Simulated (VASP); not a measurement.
An input for Quantum ESPRESSO's pw.x (written as the equivalent of a VASP run, and not itself run):

```
&CONTROL
  calculation = 'vc-relax'
  pseudo_dir = './pseudo'
  outdir = './out'
  tprnfor = .true.
  tstress = .true.
  nstep = 60
  forc_conv_thr = 0.00039
/
&SYSTEM
  ibrav = 0
  nat = 2
  ntyp = 2
  ecutwfc = 90
  occupations = 'smearing'
  smearing = 'methfessel-paxton'
  degauss = 0.00735
  input_dft = 'pbesol'
  nspin = 2
  starting_magnetization(1) = 0.4
/
&ELECTRONS
  conv_thr = 7.3e-08
  electron_maxstep = 100
/
&IONS
/
&CELL
/
ATOMIC_SPECIES
  Fe 55.845 Fe.upf
  P 30.974 P.upf
CELL_PARAMETERS angstrom
     3.1070000    0.0000000    0.0000000
     0.0000000    3.1070000    0.0000000
     0.0000000    0.0000000    3.1070000
ATOMIC_POSITIONS crystal
  Fe   0.0000000  0.0000000  0.0000000
  P    0.5000000  0.5000000  0.5000000
K_POINTS automatic
  11 11 11 0 0 0
```

### Question
Write the VASP files for the same calculation (PBEsol).

### Answer
One answer among several that fit: 
INCAR:
```
SYSTEM = FeP
PREC = Accurate
ENCUT = 400
EDIFF = 1E-6
NELM = 100
ALGO = Normal
LREAL = .FALSE.
LASPH = .TRUE.
ISMEAR = 1
SIGMA = 0.1
GGA = PS
LMAXMIX = 4
ISPIN = 2
MAGMOM = 4.0 0.0
LORBIT = 10
LWAVE = .FALSE.
LCHARG = .FALSE.
IBRION = 2
ISIF = 3
NSW = 60
EDIFFG = -0.01
```

### POSCAR
```
FeP
1
    3.1070000000     0.0000000000     0.0000000000
    0.0000000000     3.1070000000     0.0000000000
    0.0000000000     0.0000000000     3.1070000000
Fe P
1 1
Direct
  0.0000000000   0.0000000000   0.0000000000
  0.5000000000   0.5000000000   0.5000000000
```

File KPOINTS:
```
Automatic mesh
0
Gamma
11 11 11
0 0 0
```

POTCAR, in this order: Fe P (PBE.64 set). Program: vasp_std.

Limits of the translation: the potentials are each code's own (VASP's PAW set, PseudoDojo norm-conserving files in pw.x), so ENCUT and ecutwfc are chosen apart and not converted; conv_thr bounds pw.x's estimated SCF error, while EDIFF bounds the energy change between steps; starting_magnetization is a fraction of the valence charge and MAGMOM a moment in μB, so they match only roughly; forc_conv_thr acts on force components and is met together with etot_conv_thr.

The structure was generated: FeP was put into the CsCl type type (Pm-3m), which need not be its known phase. This run relaxes it. Symmetry was kept, so distortions that lower it aren't found.
